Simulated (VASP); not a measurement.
```
PbSe
1.0
    0.00000     3.05390     3.05390
    3.05390     0.00000     3.05390
    3.05390     3.05390     0.00000
Pb Se
1 1
Direct
  0.00000   0.00000   0.00000
  0.50000   0.50000   0.50000
```

Method: PBE GGA with D3 dispersion (zero damping), VASP's PBE PAW potentials (set 64) (plane waves; VASP 6.6.1). Settings: 520 eV cut-off, 7×7×7 Γ-centred mesh, Gaussian smearing of 0.050 eV, potentials Pb_d Se.

Problem. Estimate the energy per atom (σ→0), pressure.

Solution. 
The energy per atom (σ→0) is -4.327 eV/atom and the pressure is 1.56 GPa.

The absolute energy has meaning only against runs of the same code, potentials and settings.

The compound is PbSe in the rock salt structure. This cell is one point of a volume scan, at 0.97 of the reference volume.
